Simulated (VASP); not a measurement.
Runs of VASP 6.6.1 on Sb2Se3 (Antimonselite). Symmetry: Pnma, No. 62, orthorhombic system. Conventional cell: a = 11.770 Å, b = 3.962 Å, c = 11.620 Å, α = 90.00°, β = 90.00°, γ = 90.00°. Sb (site symmetry m) is surrounded by 3 Se at 2.66 Å. Around Sb (site symmetry m) lie 3 Se at 2.58 to 2.78 Å. Se (site symmetry m) is surrounded by 1 Sb at 2.58 Å. Se (site symmetry m) is surrounded by 2 Sb at 2.66 Å. Around Se (site symmetry m) lie 3 Sb at 2.66 to 2.78 Å. 

| level | potentials or basis | k mesh | cutoff (eV) | gap on the mesh (eV) | pressure (GPa) | relaxed volume (Å³/atom) | largest force (eV/Å) |
| --- | --- | --- | --- | --- | --- | --- | --- |
| PBE | VASP PAW PBE potentials, release 64 (Sb, Se) | 2 × 4 × 2 | 300 | 0.85 | 0.0 | (c) | 0.01 |
| PBEsol | VASP PAW PBE potentials, release 64 (Sb, Se) | 4 × 8 × 4 | 600 | 0.76 | 0.0 | 26.55 | 0.01 |
| LDA | VASP PAW LDA potentials, release 64 (Sb, Se) | 4 × 8 × 4 | 600 | (b) | 0.0 | (a) | 0.01 |
| PBE+D3(BJ) | VASP PAW PBE potentials, release 64 (Sb, Se) | 4 × 8 × 4 | 600 | 0.82 | 0.0 | 26.37 | 0.01 |

Alike in all rows: task relaxation of cell and atoms; no spin polarisation; cell relaxed; smearing gaussian 0.03 eV.

Question: Estimate the missing entries.

Answer: (a) 25.59; (b) 0.72; (c) 29.60.

Caveats: spin-orbit coupling is left out, which moves the levels of the heavy elements; the PAW data sets were made with another functional, which shifts forces and pressure a little (some runs).

A k mesh can miss the band edges, and the runs leave out spin-orbit coupling on Sb, Se.

Not every run made on this cell is shown here.
